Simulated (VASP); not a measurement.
Here is the system:

```yaml
crystal:
  lattice:
    - [3.93022, 0.00000, 0.00000]
    - [0.00000, 3.93022, 0.00000]
    - [0.00000, 0.00000, 3.93022]
  atoms:
    - { symbol: K, position: [0.00000, 0.00000, 0.00000] }
    - { symbol: Ta, position: [0.50000, 0.50000, 0.50000] }
    - { symbol: O, position: [0.50000, 0.00000, 0.50000] }
    - { symbol: O, position: [0.00000, 0.50000, 0.50000] }
    - { symbol: O, position: [0.50000, 0.50000, 0.00000] }
```

Calculation: revTPSS meta-GGA, VASP's PBE PAW potentials (set 64) (plane waves; VASP 6.6.1). Settings: 520 eV cut-off, 6×6×6 Γ-centred mesh, Gaussian smearing of 0.050 eV, potentials K_sv Ta_pv O.

Unless said otherwise, spin-orbit coupling is left out, though it shifts the bands of the heavy elements here.

Q: Estimate the energy per atom (σ→0), pressure, band gap (on the k-mesh) with the smallest direct gap where there is one.

A: 
```
Property                                      Value
-----------------------------------  --------------
band gap (on the k-mesh)                    2.29 eV
smallest direct gap (on the k-mesh)         2.87 eV
energy per atom (σ→0)                -1.683 eV/atom
pressure                                  13.99 GPa
```

Only differences to runs with the same potentials and settings are physical.

The compound is KTaO3 in the cubic perovskite structure. This cell is one point of a volume scan, at 0.94 of the reference volume.
